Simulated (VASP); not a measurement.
Here is the system:

```yaml
crystal:
  lattice:
    - [2.81596, 0.00000, 0.00000]
    - [0.00000, 2.84413, 0.00000]
    - [0.00000, 0.00000, 2.88800]
  atoms:
    - { symbol: Cr, position: [0.00000, 0.00000, 0.00000], spin: 1.5 }
    - { symbol: Cr, position: [0.50858, 0.50000, 0.50000], spin: -1.5 }
```

The numbers are results of PBE GGA, VASP's PBE PAW potentials (set 64) (plane waves; VASP), not measurements. Run with 400 eV cut-off, 12×12×11 Γ-centred mesh, Fermi-Dirac smearing of 0.10 eV, potentials Cr_pv.

Problem. Which forces act on the atoms, in eV/Å?

Solution. 
```json
[
 {"atom": "Cr1", "Fx": "0.144", "Fy": "0.000", "Fz": "0.000"},
 {"atom": "Cr2", "Fx": "-0.144", "Fy": "0.000", "Fz": "0.000"}
]
```

Problem. Give the stress tensor in GPa (positive for a compressed cell).

Solution. 
```
 5.70   0.00   0.00
 0.00   1.84   0.00
 0.00   0.00  -3.59
```
The pressure is its mean diagonal, 1.31 GPa.

The compound is Cr in the bcc, AFM order structure. The cell was not relaxed at this level. The run is one of a series of settings (ISMEAR = -1 against the base run), some of them coarse on purpose.
